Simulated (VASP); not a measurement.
Given:

```
MgS
1.0
    0.00000     2.61163     2.61163
    2.61163     0.00000     2.61163
    2.61163     2.61163     0.00000
Mg S
1 1
Direct
  0.00000   0.00000   0.00000
  0.50000   0.50000   0.50000
```

All values below come from modified Becke-Johnson potential (mBJ), VASP's PBE PAW potentials (set 64) (plane waves; VASP). Numerical set-up: 400 eV cut-off, 6×6×6 Γ-centred mesh, Gaussian smearing of 0.050 eV, potentials Mg S.

mBJ is a potential without an energy functional, so only the levels count.

Question: Give the energies of bands 2 to 7 at the high-symmetry points, in eV from the valence-band maximum.

Answer: 
```csv
band,Γ,X,U,L,W
2,0.00,-3.80,-3.33,-4.34,-2.90
3,0.00,-1.53,-2.81,-0.55,-2.90
4,0.00,-1.53,-1.24,-0.55,-2.04
5,4.98,3.97,5.01,5.64,6.18
6,8.78,5.40,7.57,7.85,8.81
7,8.78,13.12,10.62,7.85,8.81
```

The gap is indirect, 3.97 eV, from the valence maximum at Γ to the conduction minimum at X.

The structure comes from a computed database's MgS entry (Fm-3m); how it stands against other phases isn't given here. It was relaxed first. The cell's shape comes from a PBE relaxation.
